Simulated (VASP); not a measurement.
Input of a VASP 6.6.1 run:

Contents of INCAR:

```
SYSTEM = Pt2F
PREC = Accurate
ENCUT = 520
EDIFF = 1E-7
ISMEAR = -1
SIGMA = 0.05
LREAL = .FALSE.
LASPH = .TRUE.
NELM = 60
ALGO = Normal
ISIF = 2
LWAVE = .FALSE.
LCHARG = .FALSE.
GGA = PE
NBANDS = 20
```

KPOINTS

```
regular mesh
0
G
  8 8 8
  0 0 0
```

File POSCAR:

```
Pt2F
1.0
    0.0000000000      2.8524300000      2.8524300000
    2.8524300000      0.0000000000      2.8524300000
    2.8524300000      2.8524300000      0.0000000000
Pt F
2 1
Direct
    0.2500000000      0.2500000000      0.2500000000
    0.7500000000      0.7500000000      0.7500000000
    0.0000000000      0.0000000000      0.0000000000
```

Potentials or basis: VASP PAW PBE potentials, release 64 (Pt, F).

Launch:

```console
$ cat potpaw_PBE.64/Pt/POTCAR potpaw_PBE.64/F/POTCAR > POTCAR
$ mpirun -np 1 vasp_std > vasp.out
```

Q: What does it give for the pressure?

A: -0.3 GPa.

Q: What does it give for the band gap on the k mesh?

A: None (metal or under the smearing width).

Caveat: an odd number of electrons without spin polarisation forces a metal; a magnetic or distorted state may lie lower. The run has no spin-orbit coupling, so splittings on Pt are missing.
